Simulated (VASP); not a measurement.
Data:

```
FeSi
1.0
    4.44682     0.00000     0.00000
    0.00000     4.44682     0.00000
    0.00000     0.00000     4.44682
Fe Si
4 4
Direct
  0.86339   0.63661   0.36339
  0.36339   0.86339   0.63661
  0.13661   0.13661   0.13661
  0.63661   0.36339   0.86339
  0.15907   0.34093   0.65907
  0.65907   0.15907   0.34093
  0.84093   0.84093   0.84093
  0.34093   0.65907   0.15907
```

These are PBE GGA, VASP's PBE PAW potentials (set 64) (plane waves; VASP 6.6.1) values and carry that method's errors. Settings: 500 eV cut-off, 5×5×5 Γ-centred mesh, Gaussian smearing of 0.050 eV, potentials Fe Si.

Predict the energy per atom (σ→0).

- energy per atom (σ→0): -7.348 eV/atom

The absolute energy has meaning only against runs of the same code, potentials and settings.

The compound is FeSi in the B20 structure. It was relaxed first. The run is not spin-polarised, so no magnetic state was tried.
